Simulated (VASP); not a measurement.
Data:

```
CELL_PARAMETERS angstrom
      1.47571    -2.55601     0.00000
      1.47571     2.55601     0.00000
      0.00000     0.00000     3.27698
ATOMIC_POSITIONS crystal
  Mg 0.00000 0.00000 0.00000
  B  0.33333 0.66667 0.50000
  B  0.66667 0.33333 0.50000
```

These are LDA (Ceperley-Alder, Perdew-Zunger), VASP's LDA PAW potentials (set 64) (plane waves; VASP) values and carry that method's errors. Numerical set-up: 620 eV cut-off, 12×12×9 Γ-centred mesh, first-order Methfessel-Paxton smearing of 0.10 eV, potentials Mg B.

Energy and stress use the plane-wave basis of the starting cell.

Question: The ions, cell shape and volume at an external pressure of 30.0 GPa are relaxed. What does this cell relax into?

Answer: 
```
CELL_PARAMETERS angstrom
      1.45909    -2.52721     0.00000
      1.45909     2.52721     0.00000
      0.00000     0.00000     3.21570
ATOMIC_POSITIONS crystal
  Mg 0.00000 0.00000 0.00000
  B  0.33333 0.66667 0.50000
  B  0.66667 0.33333 0.50000
```
Space group P6/mmm (191), at a tolerance of 0.03 Å.

Question: How do energy and volume change from the first to the last step?

Answer: The energy (σ→0) changes by +52.1 meV/atom and the volume by -4.1 %, in 5 ionic steps.

```
step  E(σ→0) (eV)  max force (eV/Å)  pressure (GPa)  volume (Å³)
----  -----------  ----------------  --------------  -----------
1        -17.1377             0.000           19.97        24.72
2        -16.8045             0.000           40.46        22.92
3        -16.9906             0.000           29.95        23.77
4        -16.9871             0.000           30.16        23.75
5        -16.9813             0.000           30.19        23.72
```

The compound is MgB2 in the AlB2 type structure. This run relaxes it under an external pressure of 30 GPa. Symmetry was kept, so distortions that lower it aren't found.
